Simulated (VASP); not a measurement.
Consider the following.

```
CSi
1.0
    0.00000     2.18958     2.18958
    2.18958     0.00000     2.18958
    2.18958     2.18958     0.00000
Si C
1 1
Direct
  0.00000   0.00000   0.00000
  0.25000   0.25000   0.25000
```

Method: HSE06 screened hybrid (exact exchange on a k-mesh reduced by 3x3x3), VASP's PBE PAW potentials (set 64) (plane waves; VASP). Run with PREC = Normal, EDIFF = 1E-5, 400 eV cut-off, 12×12×12 Γ-centred mesh, Gaussian smearing of 0.050 eV, potentials Si C.

Exact exchange is summed on a reduced mesh (NKRED).

Q: Predict the energy per atom (σ→0), band gap (on the k-mesh) with the smallest direct gap where there is one.

A: 
The band gap (on the k-mesh) is 2.33 eV. The smallest direct gap (on the k-mesh) comes out as 5.79 eV and the energy per atom (σ→0) comes out as -842.7 kJ/mol of atoms.

Total energies compare only between runs with the same potentials, cut-off and functional.

The compound is SiC in the zinc blende structure. It was relaxed first. The cell's shape comes from a PBE relaxation.
